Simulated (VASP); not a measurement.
Data:

```xyz
2
Lattice="0.0000 2.7521 2.7521 2.7521 0.0000 2.7521 2.7521 2.7521 0.0000" Properties=species:S:1:pos:R:3 pbc="T T T"
Pt     0.0000     0.0000     0.0000
Sb     2.7521     2.7521     2.7521
```

Method: r2SCAN meta-GGA, VASP's PBE PAW potentials (set 64) (plane waves; VASP 6.6.1). Run with 400 eV cut-off, 13×13×13 Γ-centred mesh, tetrahedra with Blöchl corrections, potentials Pt Sb.

Q: Give the energies of bands 2 to 10 at the high-symmetry points, in eV from the Fermi level.

A: 
| band | Γ | X | U | L | W |
|---|---|---|---|---|---|
| 2 | -3.53 | -4.86 | -5.39 | -7.36 | -5.22 |
| 3 | -3.53 | -4.26 | -4.84 | -5.01 | -4.74 |
| 4 | -3.53 | -3.01 | -4.26 | -5.01 | -4.74 |
| 5 | -3.41 | -2.44 | -3.00 | -2.76 | -2.44 |
| 6 | -3.41 | -2.44 | -2.60 | -2.76 | -2.20 |
| 7 | 1.29 | -1.69 | -1.80 | -2.28 | -1.76 |
| 8 | 1.29 | -1.56 | -1.45 | 4.67 | -1.76 |
| 9 | 1.29 | -1.56 | 0.70 | 4.96 | -1.05 |
| 10 | 5.40 | 1.22 | 3.75 | 4.96 | 6.85 |

It has no gap at this level: it comes out as a metal or semimetal.

The structure was generated: PtSb was put into the rock salt type (Fm-3m), which need not be its known phase. It was relaxed first, which changed the volume by -20 %. The electron count is odd and the run is not spin-polarised, which forces a metal.
